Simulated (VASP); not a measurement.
TiSe2: single point with PBEsol

The system is TiSe2, a slab with vacuum.

```
Se Ti
1.0
     3.47688    0.00000    0.00000
    -1.73844    3.01107    0.00000
     0.00000    0.00000   29.95801
Se Ti
6 3
Direct
  0.66667 0.33333 0.25022
  0.33333 0.66667 0.35358
  0.66667 0.33333 0.44836
  0.33333 0.66667 0.55164
  0.66667 0.33333 0.64642
  0.33333 0.66667 0.74978
  0.00000 0.00000 0.30213
  0.00000 0.00000 0.50000
  0.00000 0.00000 0.69787
```

```
Program             : VASP 6.6.1
Task                : single point
Functional          : PBEsol
Potentials or basis : VASP PAW PBE potentials, release 64 (Se, Ti_sv)
Cutoff              : 520 eV
k mesh              : 12 × 12 × 1
Occupations         : methfessel-paxton, width 0.1 eV
Spin                : no spin polarisation
```

The largest force is 0.017 eV/Å. The band gap on the k mesh is none (metal or under the smearing width), the work function of the upper face is 5.40 eV and the work function of the lower face is 5.40 eV.

Forces on the atoms (eV/Å):
```
Se   0.000  0.000 -0.017
Se   0.000  0.000  0.004
Se   0.000  0.000  0.002
Se   0.000  0.000 -0.002
Se   0.000  0.000 -0.004
Se   0.000  0.000  0.017
Ti   0.000  0.000 -0.014
Ti   0.000  0.000  0.000
Ti   0.000  0.000  0.014
```

Levels at points of the mesh, in eV from the Fermi level:
| k point | band 34 | band 35 | band 36 | band 37 | band 38 | band 39 |
| --- | --- | --- | --- | --- | --- | --- |
| (0.00, 0.00, 0.00) | 0.52 | 0.53 | 0.53 | 0.54 | 0.54 | 0.61 |
| (0.50, 0.00, 0.00) | -1.20 | -1.00 | -0.86 | -0.17 | -0.02 | 0.06 |

Core levels (eV, on the scale of the bands):
```
atom                                                               levels
1 Se  1s -12496.2, 2s -1599.8, 2p -1406.1, 3s -206.5, 3p -146.0, 3d -46.2
2 Se  1s -12496.4, 2s -1599.9, 2p -1406.3, 3s -206.6, 3p -146.1, 3d -46.3
3 Se  1s -12496.4, 2s -1599.9, 2p -1406.2, 3s -206.6, 3p -146.1, 3d -46.3
4 Se  1s -12496.4, 2s -1599.9, 2p -1406.2, 3s -206.6, 3p -146.1, 3d -46.3
5 Se  1s -12496.4, 2s -1599.9, 2p -1406.3, 3s -206.6, 3p -146.1, 3d -46.3
6 Se  1s -12496.2, 2s -1599.8, 2p -1406.1, 3s -206.5, 3p -146.0, 3d -46.2
```

Wall time 3.4 min on 4 MPI ranks on Intel(R) Xeon(R) Platinum 8488C (Sapphire Rapids) (shared host), peak memory 0.54 GiB a rank.

Caveat: the PAW data sets were made with another functional, which shifts forces and pressure a little.
